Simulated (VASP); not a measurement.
Re:

```
Re
1.0
     2.76080    0.00000    0.00000
    -1.38040    2.39092    0.00000
     0.00000    0.00000    4.45820
Re
2
Direct
  0.33333 0.66667 0.25000
  0.66667 0.33333 0.75000
```

| Quantity | Value |
| --- | --- |
| Program | VASP 6.6.1 |
| Task | relaxation of cell and atoms |
| Functional | LDA |
| Potentials or basis | VASP PAW LDA potentials, release 64 (Re) |
| Cutoff | 600 eV |
| k mesh | 15 × 15 × 8 |
| Occupations | methfessel-paxton, width 0.1 eV |
| Spin | no spin polarisation |

At the start: pressure -8.7 GPa; volume 14.71 Å³/atom.

Where does the relaxation end?

Over 7 steps the energy falls by 8.9 meV/atom and the volume is 14.39 Å³/atom (-2.2 %); space group P6_3/mmc (No. 194, to 0.05 Å).

Step by step:
```
step  energy change (eV)  largest force (eV/Å)  pressure (GPa)  volume (Å³)
   1              0.0000                0.0000           -8.66        29.43
   2              0.3483                0.0000           48.61        26.17
   3             -0.0176                0.0000           -0.38        28.82
   4             -0.0177                0.0000           -0.07        28.79
   5             -0.0177                0.0000            0.12        28.78
   6             -0.0177                0.0000            0.10        28.78
   7             -0.0178                0.0000            0.10        28.78
```

Final structure:
```
Re
1.0
     2.73828    0.00000    0.00000
    -1.36914    2.37142    0.00000
     0.00000    0.00000    4.43235
Re
2
Cartesian
  0.0000 1.5809 1.1081
  1.3691 0.7905 3.3243
```
